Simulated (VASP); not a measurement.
Output of a VASP run:

### OUTCAR
```
 ion  position               nearest neighbor table
   1  0.000  0.000  0.000-   3 3.11   4 3.11   4 3.11   3 3.11   4 3.11   3 3.11   2 3.77   2 3.77
  LATTYP: Found a hexagonal cell.
 ALAT       =     4.2893652697
 C/A-ratio  =     1.7599859886
 Subroutine PRICEL returns:
 Original cell was already a primitive cell.
 Subroutine GETGRP returns: Found 24 space group operations
The static configuration has the point symmetry D_3d.
 The point group associated with its full space group is D_6h.
The dynamic configuration has the point symmetry D_3d.
 Subroutine INISYM returns: Found 24 space group operations
 Subroutine IBZKPT returns following result:
 Found     64 irreducible k-points:

 Following reciprocal coordinates:
            Coordinates               Weight
  0.000000  0.000000  0.000000      1.000000
  0.090909 -0.000000  0.000000      6.000000
  0.181818 -0.000000  0.000000      6.000000
  0.272727 -0.000000  0.000000      6.000000
  0.363636 -0.000000  0.000000      6.000000
  0.454545 -0.000000  0.000000      6.000000
  0.090909  0.090909  0.000000      6.000000
  0.181818  0.090909  0.000000     12.000000
  0.272727  0.090909  0.000000     12.000000
  0.363636  0.090909  0.000000     12.000000
  0.454545  0.090909  0.000000      6.000000
  0.181818  0.181818  0.000000      6.000000
  0.272727  0.181818  0.000000     12.000000
  0.363636  0.181818  0.000000     12.000000
  0.272727  0.272727  0.000000      6.000000
  0.363636  0.272727  0.000000      6.000000
  0.000000  0.000000  0.166667      2.000000
  0.090909 -0.000000  0.166667     12.000000
  0.181818 -0.000000  0.166667     12.000000
  0.272727 -0.000000  0.166667     12.000000
  0.363636 -0.000000  0.166667     12.000000
  0.454545 -0.000000  0.166667     12.000000
  0.090909  0.090909  0.166667     12.000000
  0.181818  0.090909  0.166667     24.000000
  0.272727  0.090909  0.166667     24.000000
  0.363636  0.090909  0.166667     24.000000
  0.454545  0.090909  0.166667     12.000000
  0.181818  0.181818  0.166667     12.000000
  0.272727  0.181818  0.166667     24.000000
  0.363636  0.181818  0.166667     24.000000
  0.272727  0.272727  0.166667     12.000000
  0.363636  0.272727  0.166667     12.000000
  0.000000  0.000000  0.333333      2.000000
  0.090909 -0.000000  0.333333     12.000000
  0.181818 -0.000000  0.333333     12.000000
  0.272727 -0.000000  0.333333     12.000000
  0.363636 -0.000000  0.333333     12.000000
  0.454545 -0.000000  0.333333     12.000000
  0.090909  0.090909  0.333333     12.000000
  0.181818  0.090909  0.333333     24.000000
   k-points           NKPTS =     64   k-points in BZ     NKDIM =     64   number of bands    NBANDS=     33
   number of dos      NEDOS =    601   number of ions     NIONS =      4
   total plane-waves  NPLWV =  39200
   dimension x,y,z NGX =    28 NGY =   28 NGZ =   50
   dimension x,y,z NGXF=    56 NGYF=   56 NGZF=  100
   ions per type =               2   2
   PREC   = accura    normal or accurate (medium, high low for compatibility)
   ISTART =      0    job   : 0-new  1-cont  2-samecut
   ICHARG =      2    charge: 1-file 2-atom 10-const
   ISPIN  =      1    spin polarized calculation?
   LNONCOLLINEAR =      F non collinear calculations
   LSORBIT =      F    spin-orbit coupling
   INIWAV =      1    electr: 0-lowe 1-rand  2-diag
   ENCUT  =  400.0 eV  29.40 Ry    5.42 a.u.   6.99  6.99 12.31*2*pi/ulx,y,z
   NELM   =    100;   NELMIN=  2; NELMDL= -5     # of ELM steps
   EDIFF  = 0.1E-06   stopping-criterion for ELM
   LREAL  =      F    real-space projection
   NLSPLINE    = F    spline interpolate recip. space projectors
   LMAXMIX     =    4 max onsite mixed and CHGCAR
   VOSKOWN=      0    Vosko Wilk Nusair interpolation
   EDIFFG = 0.1E-05   stopping-criterion for IOM
   NSW    =      0    number of steps for IOM
   NBLOCK =      1;   KBLOCK =      1    inner block; outer block
...
```

**OSZICAR**
```
       N       E                     dE             d eps       ncg     rms          rms(c)
DAV:   1     0.563125054320E+03    0.56313E+03   -0.24822E+04  4224   0.187E+03
DAV:   2     0.457644687635E+02   -0.51736E+03   -0.51275E+03  4273   0.501E+02
DAV:   3    -0.119052213797E+02   -0.57670E+02   -0.57250E+02  4994   0.201E+02
DAV:   4    -0.142754895418E+02   -0.23703E+01   -0.23658E+01  5014   0.448E+01
DAV:   5    -0.144008092182E+02   -0.12532E+00   -0.12523E+00  6977   0.848E+00    0.364E+00
DAV:   6    -0.143011085202E+02    0.99701E-01   -0.23596E-01  5234   0.620E+00    0.184E+00
DAV:   7    -0.142850242801E+02    0.16084E-01   -0.80193E-02  5596   0.304E+00    0.403E-01
DAV:   8    -0.142835238763E+02    0.15004E-02   -0.87649E-03  5533   0.100E+00    0.158E-01
DAV:   9    -0.142835348064E+02   -0.10930E-04   -0.59500E-04  6438   0.213E-01    0.426E-02
DAV:  10    -0.142835401011E+02   -0.52947E-05   -0.49882E-05  5036   0.720E-02    0.130E-02
DAV:  11    -0.142835339026E+02    0.61985E-05   -0.38453E-06  6557   0.181E-02    0.417E-03
DAV:  12    -0.142835315687E+02    0.23339E-05   -0.12191E-06  5027   0.121E-02    0.105E-03
DAV:  13    -0.142835317527E+02   -0.18405E-06   -0.56815E-08  2769   0.219E-03    0.622E-04
DAV:  14    -0.142835323704E+02   -0.61770E-06   -0.23096E-08  2570   0.149E-03    0.175E-04
DAV:  15    -0.142835325894E+02   -0.21897E-06   -0.10228E-08  2506   0.741E-04    0.813E-05
DAV:  16    -0.142835324512E+02    0.13822E-06   -0.29821E-09  2396   0.483E-04    0.230E-05
DAV:  17    -0.142835323915E+02    0.59634E-07   -0.12693E-09  2332   0.281E-04
   1 F= -.14283532E+02 E0= -.14283532E+02  d E =0.000000E+00
```

### OUTCAR
```
------------------------ aborting loop because EDIFF is reached ----------------------------------------
  FORCE on cell =-STRESS in cart. coord.  units (eV):
  Direction    XX          YY          ZZ          XY          YZ          ZX
  --------------------------------------------------------------------------------------
  Total       -0.0228232     -0.0228232     -0.0473521      0.0000000      0.0000000     -0.0000000
  in kB       -0.3039962     -0.3039963     -0.6307117      0.0000000      0.0000000     -0.0000000
  external PRESSURE =      -0.4129014 kB  Pullay stress =       0.0000000 kB
  volume of cell :      120.29
      direct lattice vectors                 reciprocal lattice vectors
     4.289365270  0.000000000  0.000000000     0.233134727  0.134600380  0.000000000
    -2.144682635  3.714699763  0.000000000     0.000000000  0.269200760  0.000000000
     0.000000000  0.000000000  7.549222775     0.000000000  0.000000000  0.132463967
 POSITION                                       TOTAL-FORCE (eV/Angst)
 -----------------------------------------------------------------------------------
      0.00000      0.00000      0.00000         0.000000      0.000000     -0.000000
      0.00000      0.00000      3.77461         0.000000      0.000000     -0.000000
     -0.00000      2.47647      1.88731        -0.000000     -0.000000     -0.000000
      2.14468      1.23823      5.66192        -0.000000      0.000000      0.000000
 -----------------------------------------------------------------------------------
    total drift:                               -0.000000      0.000000      0.000000
  FREE ENERGIE OF THE ION-ELECTRON SYSTEM (eV)
  ---------------------------------------------------
  free  energy   TOTEN  =       -14.2835323915 eV

  energy  without entropy=      -14.2835323915  energy(sigma->0) =      -14.28353239

 total charge

# of ion       s       p       d       tot
------------------------------------------
    1        0.941   0.557   9.857  11.355
    2        0.941   0.557   9.857  11.355
    3        1.505   1.414   9.910  12.829
    4        1.505   1.414   9.910  12.829
--------------------------------------------------
tot          4.892   3.942  39.534  48.368
```
(Selected blocks of OUTCAR.)

**POSCAR**
```
InBi
1
    4.2893652697     0.0000000000    -0.0000000000
   -2.1446826349     3.7146997625     0.0000000000
    0.0000000000     0.0000000000     7.5492227748
In Bi
2 2
Direct
  0.0000000000   0.0000000000   0.0000000000
  0.0000000000   0.0000000000   0.5000000000
  0.3333330000   0.6666670000   0.2500000000
  0.6666670000   0.3333330000   0.7500000000
```

Problem. Reconstruct the remaining input files.

Solution. This is not unique; one that fits is the input of the run itself, PBEsol GGA, plane waves, VASP's PBE PAW potentials (set 64).

### KPOINTS
```
Automatic mesh
0
Gamma
11 11 6
0 0 0
```

### INCAR
```
SYSTEM = InBi
PREC = Accurate; ENCUT = 400; LREAL = .False.
LASPH = .True.
EDIFF = 1E-7; NELM = 100; ALGO = Normal
LMAXMIX = 4
ISMEAR = -5
GGA = PS
ISIF = 2
LWAVE = .False.; LCHARG = .True.; LORBIT = 11
NEDOS = 601
```

POTCAR, in this order: In_d Bi_d (PBE.64 set). Program: vasp_std.

For a metal the tetrahedron method with Blöchl corrections gives inexact stress and forces.

The structure was generated: InBi was put into the NiAs type type (P6_3/mmc), which need not be its known phase. It was relaxed first.
